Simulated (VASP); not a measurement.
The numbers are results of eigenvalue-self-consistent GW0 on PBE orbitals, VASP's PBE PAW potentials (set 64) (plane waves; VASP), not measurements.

A VASP calculation is set up with these files.

KPOINTS:
```
Automatic mesh
0
Gamma
4 4 4
0 0 0
```

File POSCAR:
```
BN
1.0
  0.0000000000   1.8075000000   1.8075000000
  1.8075000000   0.0000000000   1.8075000000
  1.8075000000   1.8075000000   0.0000000000
B N
1 1
Cartesian
  0.0000000000   0.0000000000   0.0000000000
  0.9037500000   0.9037500000   0.9037500000
```

### INCAR
```
SYSTEM = BN
PREC = Normal
ENCUT = 500
ALGO = EVGW0
LREAL = .FALSE.
LASPH = .TRUE.
ISMEAR = 0
SIGMA = 0.01
GGA = PE
LWAVE = .FALSE.
LCHARG = .FALSE.
NELMGW = 4
NBANDS = 160
NOMEGA = 64
ENCUTGW = 200
NBANDSGW = 12
LSPECTRALGW = .TRUE.
```

POTCAR, in this order: B_GW N_GW_new (PBE.64 set). Program: vasp_std. Read from the step before: WAVECAR, WAVEDER.

Output

OSZICAR:
```
energies w=
    0.000    0.000    0.900    0.000    1.797    0.000    2.691    0.000
    3.578    0.000    4.458    0.000    5.329    0.000    6.190    0.000
    7.040    0.000    7.879    0.000    8.706    0.000    9.521    0.000
   10.325    0.000   11.119    0.000   11.902    0.000   12.677    0.000
   13.443    0.000   14.203    0.000   14.957    0.000   15.706    0.000
   16.453    0.000   17.199    0.000   17.945    0.000   18.694    0.000
   19.446    0.000   20.205    0.000   20.972    0.000   21.750    0.000
   22.540    0.000   23.345    0.000   24.169    0.000   25.015    0.000
   25.884    0.000   26.783    0.000   27.714    0.000   28.682    0.000
   29.693    0.000   30.752    0.000   31.867    0.000   33.045    0.000
   34.295    0.000   35.629    0.000   37.057    0.000   38.596    0.000
   40.262    0.000   42.076    0.000   44.065    0.000   46.259    0.000
   48.696    0.000   51.426    0.000   54.507    0.000   58.021    0.000
   62.068    0.000   66.786    0.000   72.360    0.000   79.050    0.000
   87.229    0.000   97.454    0.000  110.594    0.000  128.089    0.000
  152.499    0.000  188.869    0.000  248.707    0.000  365.219    0.000
NQ=   1    0.0000    0.0000    0.0000,
 performed        110000 updates of chi_q(r,r)
NQ=   2    0.2500    0.0000    0.0000,
 performed        328000 updates of chi_q(r,r)
NQ=   3    0.5000    0.0000    0.0000,
 performed        515000 updates of chi_q(r,r)
NQ=   4    0.2500    0.2500    0.0000,
 performed        733000 updates of chi_q(r,r)
NQ=   5    0.5000    0.2500    0.0000,
 performed       1035000 updates of chi_q(r,r)
NQ=   6   -0.2500    0.2500    0.0000,
 performed       1306000 updates of chi_q(r,r)
NQ=   7    0.5000    0.5000    0.0000,
 performed       1470000 updates of chi_q(r,r)
NQ=   8   -0.2500    0.5000    0.2500,
 performed       1680000 updates of chi_q(r,r)
 resolving degeneracies of screened two electron integrals
NQ=   1    0.0000    0.0000    0.0000,
 performed        110000 updates of chi_q(r,r)
NQ=   2    0.2500    0.0000    0.0000,
 performed        328000 updates of chi_q(r,r)
NQ=   3    0.5000    0.0000    0.0000,
 performed        515000 updates of chi_q(r,r)
NQ=   4    0.2500    0.2500    0.0000,
 performed        733000 updates of chi_q(r,r)
NQ=   5    0.5000    0.2500    0.0000,
 performed       1035000 updates of chi_q(r,r)
NQ=   6   -0.2500    0.2500    0.0000,
 performed       1306000 updates of chi_q(r,r)
NQ=   7    0.5000    0.5000    0.0000,
 performed       1470000 updates of chi_q(r,r)
NQ=   8   -0.2500    0.5000    0.2500,
 performed       1680000 updates of chi_q(r,r)
 resolving degeneracies of screened two electron integrals
NQ=   1    0.0000    0.0000    0.0000,
 performed        110000 updates of chi_q(r,r)
NQ=   2    0.2500    0.0000    0.0000,
 performed        328000 updates of chi_q(r,r)
NQ=   3    0.5000    0.0000    0.0000,
 performed        515000 updates of chi_q(r,r)
NQ=   4    0.2500    0.2500    0.0000,
 performed        733000 updates of chi_q(r,r)
NQ=   5    0.5000    0.2500    0.0000,
 performed       1035000 updates of chi_q(r,r)
NQ=   6   -0.2500    0.2500    0.0000,
 performed       1306000 updates of chi_q(r,r)
NQ=   7    0.5000    0.5000    0.0000,
 performed       1470000 updates of chi_q(r,r)
NQ=   8   -0.2500    0.5000    0.2500,
 performed       1680000 updates of chi_q(r,r)
 resolving degeneracies of screened two electron integrals
NQ=   1    0.0000    0.0000    0.0000,
 performed        110000 updates of chi_q(r,r)
NQ=   2    0.2500    0.0000    0.0000,
 performed        328000 updates of chi_q(r,r)
NQ=   3    0.5000    0.0000    0.0000,
 performed        515000 updates of chi_q(r,r)
NQ=   4    0.2500    0.2500    0.0000,
 performed        733000 updates of chi_q(r,r)
NQ=   5    0.5000    0.2500    0.0000,
 performed       1035000 updates of chi_q(r,r)
NQ=   6   -0.2500    0.2500    0.0000,
 performed       1306000 updates of chi_q(r,r)
NQ=   7    0.5000    0.5000    0.0000,
 performed       1470000 updates of chi_q(r,r)
NQ=   8   -0.2500    0.5000    0.2500,
 performed       1680000 updates of chi_q(r,r)
 resolving degeneracies of screened two electron integrals
```

File OUTCAR:
```


 k-point   1 :       0.0000    0.0000    0.0000
  band No. old QP-enery  QP-energies   sigma(KS)   T+V_ion+V_H  V^pw_x(r,r')   Z            occupation Imag(sigma)

      1     -14.0499     -14.0659     -18.0389       3.9685     -26.4803       0.7820       2.0000       1.5264
      2       7.4563       7.4526     -19.5615      27.0133     -22.0858       0.8242       2.0000       0.0703
      3       7.4563       7.4526     -19.5615      27.0133     -22.0858       0.8242       2.0000       0.0703
      4       7.4563       7.4526     -19.5615      27.0133     -22.0858       0.8242       2.0000       0.0703
      5      18.8078      18.8098     -12.4956      31.3058      -6.9070       0.8311       0.0000      -0.0899
      6      18.8078      18.8098     -12.4956      31.3058      -6.9070       0.8311       0.0000      -0.0899
      7      18.8078      18.8098     -12.4956      31.3058      -6.9070       0.8311       0.0000      -0.0899
      8      20.1350      20.1372     -14.3699      34.5076      -8.2726       0.8129       0.0000      -0.1096
      9      33.8976      33.9021     -10.9845      44.8877      -3.2841       0.7906       0.0000      -0.4818
     10      37.4771      37.4792     -12.3207      49.8003      -5.4777       0.8235       0.0000      -0.5175
     11      37.4771      37.4792     -12.3207      49.8003      -5.4777       0.8235       0.0000      -0.5175
     12      37.6338      37.6367     -10.5243      48.1616      -3.0356       0.8137       0.0000      -0.7308

 k-point   2 :       0.2500    0.0000    0.0000
  band No. old QP-enery  QP-energies   sigma(KS)   T+V_ion+V_H  V^pw_x(r,r')   Z            occupation Imag(sigma)

      1     -12.4336     -12.4487     -18.1859       5.7328     -26.3287       0.7759       2.0000       1.2877
      2       1.4590       1.4529     -18.0077      19.4592     -21.6945       0.8020       2.0000       0.1162
      3       6.2295       6.2255     -19.0599      25.2845     -21.7716       0.8223       2.0000       0.0754
      4       6.2295       6.2255     -19.0599      25.2845     -21.7716       0.8223       2.0000       0.0754
      5      19.4301      19.4321     -13.3735      32.8061      -7.6415       0.8256       0.0000      -0.0962
      6      20.4104      20.4128     -12.8715      33.2848      -6.9810       0.8234       0.0000      -0.1012
      7      20.4104      20.4128     -12.8715      33.2848      -6.9810       0.8234       0.0000      -0.1012
      8      23.6966      23.6998     -14.6848      38.3854      -7.9181       0.7962       0.0000      -0.1496
      9      32.7248      32.7286     -10.4741      43.2037      -3.1836       0.8035       0.0000      -0.4054
     10      33.1307      33.1332     -11.4244      44.5581      -4.7698       0.8244       0.0000      -0.3703
     11      33.1307      33.1332     -11.4244      44.5581      -4.7698       0.8244       0.0000      -0.3703
     12      37.4330      37.4376     -11.6799      49.1187      -3.4329       0.7965       0.0000      -0.8625

 k-point   3 :       0.5000    0.0000    0.0000
  band No. old QP-enery  QP-energies   sigma(KS)   T+V_ion+V_H  V^pw_x(r,r')   Z            occupation Imag(sigma)

      1      -9.5095      -9.5233     -19.0924       9.5647     -26.7260       0.7605       2.0000       0.9194
      2      -4.1101      -4.1193     -16.6499      12.5278     -21.7136       0.7708       2.0000       0.2649
      3       5.3295       5.3251     -18.8895      24.2137     -21.8182       0.8185       2.0000       0.0811
      4       5.3295       5.3251     -18.8895      24.2137     -21.8182       0.8185       2.0000       0.0811
      5      19.8495      19.8516     -13.6503      33.5024      -7.8394       0.8233       0.0000      -0.0986
      6      20.7089      20.7112     -12.6124      33.3241      -6.7276       0.8256       0.0000      -0.1015
      7      20.7089      20.7112     -12.6124      33.3241      -6.7276       0.8256       0.0000      -0.1015
      8      25.3015      25.3051     -13.7451      39.0512      -6.5833       0.7873       0.0000      -0.1882
      9      33.0206      33.0251     -11.5477      44.5739      -3.9170       0.7930       0.0000      -0.4014
     10      36.7094      36.7145     -12.2882      49.0041      -3.8863       0.7863       0.0000      -0.8222
     11      36.6541      36.6579     -12.2966      48.9554      -4.4191       0.8030       0.0000      -0.6855
     12      36.6541      36.6579     -12.2966      48.9554      -4.4191       0.8030       0.0000      -0.6855

 k-point   4 :       0.2500    0.2500    0.0000
  band No. old QP-enery  QP-energies   sigma(KS)   T+V_ion+V_H  V^pw_x(r,r')   Z            occupation Imag(sigma)

      1     -11.9085     -11.9232     -18.2381       6.3108     -26.2737       0.7832       2.0000       1.2196
      2       3.0361       3.0306     -18.8934      21.9227     -22.3634       0.8082       2.0000       0.1011
      3       4.1747       4.1700     -18.3568      22.5257     -21.4274       0.8160       2.0000       0.0880
      4       4.1747       4.1700     -18.3568      22.5257     -21.4274       0.8160       2.0000       0.0880
      5      16.4050      16.4064     -12.2291      28.6358      -7.0029       0.8391       0.0000      -0.0811
      6      21.3059      21.3082     -12.9820      34.2907      -7.0041       0.8215       0.0000      -0.1076
      7      23.7381      23.7414     -13.8172      37.5594      -7.1862       0.8030       0.0000      -0.1390
      8      23.7381      23.7414     -13.8172      37.5594      -7.1862       0.8030       0.0000      -0.1390
      9      28.0065      28.0098     -12.8845      40.8951      -6.1229       0.8093       0.0000      -0.2120
     10      36.8400      36.8452     -11.8241      48.6707      -3.4630       0.7839       0.0000      -0.7814
     11      40.3141      40.3160     -12.3575      52.6739      -5.1355       0.8260       0.0000      -0.7799
     12      42.8255      42.8278     -10.6398      53.4680      -2.7749       0.8340       0.0000      -1.1677

 k-point   5 :       0.5000    0.2500    0.0000
  band No. old QP-enery  QP-energies   sigma(KS)   T+V_ion+V_H  V^pw_x(r,r')   Z            occupation Imag(sigma)

      1      -9.0334      -9.0468     -19.0375       9.9864     -26.5302       0.7597       2.0000       0.8414
      2      -2.0671      -2.0751     -17.2758      15.1985     -21.8463       0.7816       2.0000       0.1872
      3       1.7941       1.7884     -17.9171      19.7041     -21.4942       0.8070       2.0000       0.1103
      4       3.4626       3.4576     -18.2962      21.7526     -21.5571       0.8128       2.0000       0.0940
      5      17.1025      17.1038     -12.3290      29.4331      -7.0580       0.8384       0.0000      -0.0832
      6      22.9831      22.9859     -13.4796      36.4660      -7.2632       0.8144       0.0000      -0.1210
      7      24.7541      24.7577     -13.6710      38.4296      -6.7689       0.7971       0.0000      -0.1621
      8      24.7597      24.7633     -13.7427      38.5070      -6.7982       0.7942       0.0000      -0.1649
      9      29.9606      29.9652     -13.6231      43.5895      -5.9810       0.7826       0.0000      -0.2948
     10      36.5241      36.5293     -12.5044      49.0351      -4.0814       0.7877       0.0000      -0.7695
     11      38.3244      38.3276     -12.0439      50.3722      -4.3782       0.8157       0.0000      -0.7544
     12      41.5888      41.5913     -10.8178      52.4096      -3.1380       0.8328       0.0000      -0.9880

 k-point   6 :      -0.2500    0.2500    0.0000
  band No. old QP-enery  QP-energies   sigma(KS)   T+V_ion+V_H  V^pw_x(r,r')   Z            occupation Imag(sigma)

      1     -10.1021     -10.1163     -18.6659       8.5451     -26.3460       0.7582       2.0000       0.9603
      2      -0.7889      -0.7962     -17.6622      16.8641     -21.9350       0.7896       2.0000       0.1547
      3       1.3107       1.3047     -17.7123      19.0155     -21.3761       0.8031       2.0000       0.1161
      4       5.1707       5.1663     -18.7577      23.9230     -21.6714       0.8183       2.0000       0.0813
      5      19.4746      19.4765     -12.5482      32.0251      -6.9059       0.8310       0.0000      -0.0942
      6      22.3729      22.3759     -13.1954      35.5720      -6.7738       0.8101       0.0000      -0.1263
      7      22.8393      22.8422     -13.7012      36.5441      -7.2884       0.8082       0.0000      -0.1318
      8      24.7218      24.7254     -14.9337      39.6600      -8.0086       0.7924       0.0000      -0.1590
      9      31.2782      31.2828     -11.8671      43.1511      -4.3194       0.7879       0.0000      -0.3362
     10      31.5740      31.5765     -11.3625      42.9395      -5.0053       0.8294       0.0000      -0.2851
     11      36.7583      36.7633     -12.6118      49.3764      -4.1525       0.7906       0.0000      -0.8072
     12      43.2133      43.2157     -10.9825      54.1986      -3.1083       0.8334       0.0000      -1.1826

 k-point   7 :       0.5000    0.5000    0.0000
  band No. old QP-enery  QP-energies   sigma(KS)   T+V_ion+V_H  V^pw_x(r,r')   Z            occupation Imag(sigma)

      1      -8.0355      -8.0483     -19.3899      11.3377     -26.6882       0.7645       2.0000       0.7394
      2      -2.3409      -2.3493     -17.4264      15.0746     -22.1828       0.7745       2.0000       0.1966
      3       2.1032       2.0975     -18.0421      20.1382     -21.6103       0.8064       2.0000       0.1071
      4       2.1032       2.0975     -18.0421      20.1382     -21.6103       0.8064       2.0000       0.1071
      5      13.7785      13.7792     -11.9183      25.6976      -7.1066       0.8471       0.0000      -0.0722
      6      18.6771      18.6788     -11.9489      30.6280      -6.5969       0.8418       0.0000      -0.0842
      7      28.4279      28.4331     -14.6090      43.0437      -6.4652       0.7631       0.0000      -0.2956
      8      28.4279      28.4331     -14.6090      43.0437      -6.4652       0.7631       0.0000      -0.2956
      9      30.9409      30.9461     -14.9598      45.9076      -6.7934       0.7670       0.0000      -0.3513
...
```
(Selected blocks of OUTCAR.)

The mesh is coarse and the basis finite, so the quasiparticle values are not converged.

The compound is BN in the zinc blende structure. The cell was not relaxed at this level. The k-mesh is coarse (spacing up to 0.75 per Å, 2π included), so the numbers may not be converged in it.
